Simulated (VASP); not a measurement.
Consider the following.

```
CELL_PARAMETERS angstrom
      2.94596     0.00000     0.00000
      0.00000     2.94596     0.00000
      0.00000     0.00000     2.94596
ATOMIC_POSITIONS crystal
  Rh 0.00000 0.00000 0.00000
  Si 0.50000 0.50000 0.50000
```

Computed with PBEsol GGA, VASP's PBE PAW potentials (set 64) (plane waves; VASP 6.6.1). Numerical set-up: 400 eV cut-off, Gaussian smearing of 0.050 eV, potentials Rh_pv Si.

Q: Predict the band gap (along the path) with the smallest direct gap where there is one.

A: 
* **band gap (along the path)**: none (metal, semimetal or under 0.01 eV)

The absolute energy has meaning only against runs of the same code, potentials and settings.

The structure was generated: SiRh was put into the CsCl type (Pm-3m), which need not be its known phase. It was relaxed first. The electron count is odd and the run is not spin-polarised, which forces a metal.
